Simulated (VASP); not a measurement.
An input for Ansatz (written as the equivalent of a VASP run, and not itself run):

Ansatz 0.2 input:
```yaml
crystal:
  lattice:
    - [4.1230061, 0.0000000, 0.0000000]
    - [0.0000000, 4.1230061, 0.0000000]
    - [0.0000000, 0.0000000, 4.1230061]
  atoms:
    - { symbol: Ba, position: [0.0000000, 0.0000000, 0.0000000] }
    - { symbol: Hf, position: [0.5000000, 0.5000000, 0.5000000] }
    - { symbol: O, position: [0.5000000, 0.0000000, 0.5000000] }
    - { symbol: O, position: [0.0000000, 0.5000000, 0.5000000] }
    - { symbol: O, position: [0.5000000, 0.5000000, 0.0000000] }
kpoints:
  mp_grid: { grid: [5, 5, 5] }
hamiltonian:
  xc: lda
  pseudopotentials: { kind: paw }
scf:
  occupations: { method: gaussian, width: 0.05 }
  max_iter: 100
relax:
  max_steps: 30
  f_tol: 0.001
output: { forces: true, stress: true, eigenvalues: true }
```

Q: Write the VASP files for the same calculation (LDA).

A: One answer among several that fit: 
### POSCAR
```
BaHfO3
1.0
  4.1230060973   0.0000000000   0.0000000000
  0.0000000000   4.1230060973   0.0000000000
  0.0000000000   0.0000000000   4.1230060973
Ba Hf O
1 1 3
Cartesian
  0.0000000000   0.0000000000   0.0000000000
  2.0615030487   2.0615030487   2.0615030487
  2.0615030487   0.0000000000   2.0615030487
  0.0000000000   2.0615030487   2.0615030487
  2.0615030487   2.0615030487   0.0000000000
```

**INCAR**
```
SYSTEM = BaHfO3
PREC = Accurate; ENCUT = 520; LREAL = .FALSE.
LASPH = .TRUE.
EDIFF = 1E-8; NELM = 100; ALGO = Normal
LMAXMIX = 6
ISMEAR = 0; SIGMA = 0.05
IBRION = 1; NSW = 30; ISIF = 2
EDIFFG = -0.001
LWAVE = .FALSE.; LCHARG = .FALSE.
```

KPOINTS:
```
Automatic mesh
0
Gamma
5 5 5
0 0 0
```

POTCAR, in this order: Ba_sv Hf_pv O (LDA.64 set). Program: vasp_std.

The two are equivalent in intent, not identical: each code has its own PAW files, so the cut-off isn't converted (ENCUT is set for VASP's; basis.ecutwfc is left out, and Ansatz then takes the one that its files recommend); Ansatz stops its SCF on the density residual and VASP on the energy change (EDIFF); Ansatz's lda is the Perdew-Wang form, while the LDA potentials of VASP carry Perdew-Zunger's.

The compound is BaHfO3 in the cubic perovskite structure. It was relaxed first. The start is the result of an earlier pass.
